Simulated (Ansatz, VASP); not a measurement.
**One calculation of Lu4C3, two programs**

The input INCAR:

```
PREC = Accurate ; ENCUT = 600
EDIFF = 1E-6 ; ISMEAR = 0
SIGMA = 0.1 ; LREAL = False
LASPH = True ; NELM = 100
ALGO = Normal ; ISIF = 3
LWAVE = False ; LCHARG = False
GGA = PE ; IBRION = 2
NSW = 90 ; EDIFFG = -0.04
```

Contents of KPOINTS:

```
regular mesh
0
Gamma
  4 4 4
```

POSCAR

```
Lu4C3
1.0
    5.1866818800      0.0000000000      0.0000000000
    0.0000000000      5.1866818800      0.0000000000
    0.0000000000      0.0000000000      5.1866818800
Lu C
4 3
Direct
    0.5000000000      0.0000000000      0.0000000000
    0.0000000000      0.5000000000      0.0000000000
    0.0000000000      0.0000000000      0.5000000000
    0.5000000000      0.5000000000      0.5000000000
    0.0000000000      0.5000000000      0.5000000000
    0.5000000000      0.0000000000      0.5000000000
    0.5000000000      0.5000000000      0.0000000000
```

Input for Ansatz:

```yaml
crystal:
  lattice:
    - [5.18668188, 0.0, 0.0]
    - [0.0, 5.18668188, 0.0]
    - [0.0, 0.0, 5.18668188]
  atoms:
    - { symbol: Lu, position: [0.5, 0.0, 0.0] }
    - { symbol: Lu, position: [0.0, 0.5, 0.0] }
    - { symbol: Lu, position: [0.0, 0.0, 0.5] }
    - { symbol: Lu, position: [0.5, 0.5, 0.5] }
    - { symbol: C, position: [0.0, 0.5, 0.5] }
    - { symbol: C, position: [0.5, 0.0, 0.5] }
    - { symbol: C, position: [0.5, 0.5, 0.0] }
basis:
  ecutwfc: 420
kpoints:
  mp_grid: { grid: [4, 4, 4] }
hamiltonian:
  xc: pbe
scf:
  occupations: { method: gaussian, width: 0.1 }
  lower_state_search: "off"
output:
  forces: true
  stress: true
  eigenvalues: true
relax:
  adjacent_minimum: "off"
  f_tol: 0.04
  max_steps: 70
  cell: { stress_tol: 0.4 }
```

Alike in both runs: task relaxation of cell and atoms; functional PBE; k mesh 4 × 4 × 4; occupations gaussian, width 0.1 eV; no spin polarisation.

|  | VASP | Ansatz |
| --- | --- | --- |
| version | VASP 6.6.1 | Ansatz 0.2.0 |
| potentials or method | VASP PAW PBE potentials, release 64 (Lu, C) | scalar-relativistic, plane waves, PAW |
| plane-wave cutoff (eV) | 600 | 420 |
| valence electrons in the cell | 112 | 112 |

```tsv
	VASP	Ansatz	Ansatz less VASP
gap on the k mesh at the Fermi level, each at its own relaxed structure (eV)	none	none	-
relaxed volume (Å³/atom)	16.81	16.77	-0.041
relaxed cell length with the largest relative difference (Å)	4.900	4.896	-0.0040
energy change over the relaxation (meV/atom)	-158	-168	-9.8
```

A gap of «none» marks a metal or a gap that the smearing closes.

Caveats: the volume moved by over 15 % at a fixed basis, so the end points are rough (VASP). Spin-orbit coupling is left out, which matters for the levels of Lu.
